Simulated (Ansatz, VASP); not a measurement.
This is a calculation of Na4SrCaSi2 for Ansatz 0.2.0. The cell comes from a database or a generator and needn't be the stable form of this composition.

input.yaml

```yaml
crystal:
  lattice:
    - [5.299143, 0.0, 0.0]
    - [0.0, 5.299143, 0.0]
    - [0.0, 0.0, 7.431708]
  atoms:
    - { symbol: Sr, position: [0.0, 0.0, 0.0] }
    - { symbol: Ca, position: [0.5, 0.5, 0.5] }
    - { symbol: Si, position: [0.0, 0.5, 0.257683] }
    - { symbol: Si, position: [0.5, 0.0, 0.742317] }
    - { symbol: Na, position: [0.0, 0.0, 0.5] }
    - { symbol: Na, position: [0.5, 0.5, 0.0] }
    - { symbol: Na, position: [0.0, 0.5, 0.743121] }
    - { symbol: Na, position: [0.5, 0.0, 0.256879] }
hamiltonian:
  xc: pbesol
  pseudopotentials: { kind: paw }
kpoints:
  mp_grid: { grid: [5, 5, 4] }
scf:
  occupations: { method: gaussian, width: 0.1 }
output:
  forces: true
  stress: true
  eigenvalues: true
```

Potentials or basis: Ansatz PAW.

The run is started by

```console
$ ansatz run input.yaml --threads 4 --pin off --max-ram 11264MiB --backend cpu --events-out ev --progress --plain --runs-dir out
```

What does the same run look like in VASP 6.6.1? Potentials or basis there: PBE PAW files Ca_pv, Na, Si, Sr_sv, 500 eV.

As run (cutoffs and basis follow the program's own potentials, and thresholds, step limits or extra output files can differ):

INCAR

```
SYSTEM = Na4SrCaSi2
PREC     = Accurate       ! precision mode
ENCUT    = 500            ! plane-wave cutoff, eV
EDIFF    = 1E-6           ! SCF threshold, eV
ISMEAR   = 0              ! smearing method
SIGMA    = 0.1            ! smearing width, eV
LREAL    = .FALSE.        ! projectors in reciprocal space
LASPH    = .TRUE.         ! aspherical terms in the spheres
NELM     = 80             ! most SCF steps
ALGO     = Normal         ! electronic algorithm
ISIF     = 2              ! what is computed and relaxed
LWAVE    = .FALSE.        ! write WAVECAR
LCHARG   = .FALSE.        ! write CHGCAR
GGA      = PS             ! functional
NBANDS   = 25             ! bands
```

File KPOINTS:

```
regular mesh
0
G
  5 5 4
  0 0 0
```

The input POSCAR:

```
Na4SrCaSi2
5.2991
    1.000008114585      0.000000000000      0.000000000000
    0.000000000000      1.000008114585      0.000000000000
    0.000000000000      0.000000000000      1.402447208016
Sr Ca Si Na
1 1 2 4
Direct
    0.0000000000      0.0000000000      0.0000000000
    0.5000000000      0.5000000000      0.5000000000
    0.0000000000      0.5000000000      0.2576830000
    0.5000000000      0.0000000000      0.7423170000
    0.0000000000      0.0000000000      0.5000000000
    0.5000000000      0.5000000000      0.0000000000
    0.0000000000      0.5000000000      0.7431210000
    0.5000000000      0.0000000000      0.2568790000
```

Potentials or basis: VASP PAW PBE potentials, release 64 (Sr_sv, Ca_pv, Si, Na).

Launch:

```console
$ cat potpaw_PBE.64/Sr_sv/POTCAR potpaw_PBE.64/Ca_pv/POTCAR potpaw_PBE.64/Si/POTCAR potpaw_PBE.64/Na/POTCAR > POTCAR
$ mpirun -np 1 vasp_std > vasp.out
```

Both were run:

|  | Ansatz | VASP |
| --- | --- | --- |
| Pressure | -0.9 GPa | -0.9 GPa |
| Largest force | 0.102 eV/Å | 0.100 eV/Å |

Ansatz's pressure holds a Pulay term of +0.01 GPa for its cutoff of 420 eV, which the other run lacks.

The potentials hold 64 and 30 valence electrons a cell.

Ansatz's potentials were made for PBE. VASP's potentials were made for PBE.

Where Ansatz's input types no cutoff or centring, it takes its own default and a Γ-centred mesh.

Pressure is positive in compression.
